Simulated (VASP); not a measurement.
Given:

```
CELL_PARAMETERS angstrom
     -1.58175     1.58175     1.58175
      1.58175    -1.58175     1.58175
      1.58175     1.58175    -1.58175
ATOMIC_POSITIONS crystal
  W  0.00000 0.00000 0.00000
```

These are PBE GGA with D4 dispersion, VASP's PBE PAW potentials (set 64) (plane waves; VASP) values and carry that method's errors. Numerical set-up: 520 eV cut-off, Gaussian smearing of 0.050 eV, potentials W_sv.

Unless said otherwise, spin-orbit coupling is left out, though it shifts the bands of the heavy elements here.

### Question
What does the run give for the band gap (along the path) with the smallest direct gap where there is one?

### Answer

```
Item                                                         Result
-------------------------  ----------------------------------------
band gap (along the path)  none (metal, semimetal or under 0.01 eV)
```

The compound is W in the bcc structure. It was relaxed first.
